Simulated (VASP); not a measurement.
Given:

```
CELL_PARAMETERS angstrom
      1.81141    -3.13745     0.00000
      1.81141     3.13745     0.00000
      0.00000     0.00000     5.58773
ATOMIC_POSITIONS crystal
  Y  0.33333 0.66667 0.25000
  Y  0.66667 0.33333 0.75000
```

Level of theory: PBE GGA with D4 dispersion, VASP's PBE PAW potentials (set 64) (plane waves; VASP). Numerical set-up: 520 eV cut-off, Gaussian smearing of 0.050 eV, potentials Y_sv.

### Question
What does the run give for the band gap (along the path) with the smallest direct gap where there is one?

### Answer

The band gap (along the path) is none (metal, semimetal or under 0.01 eV).

The absolute energy has meaning only against runs of the same code, potentials and settings.

The compound is Y in the hcp structure. It was relaxed first.
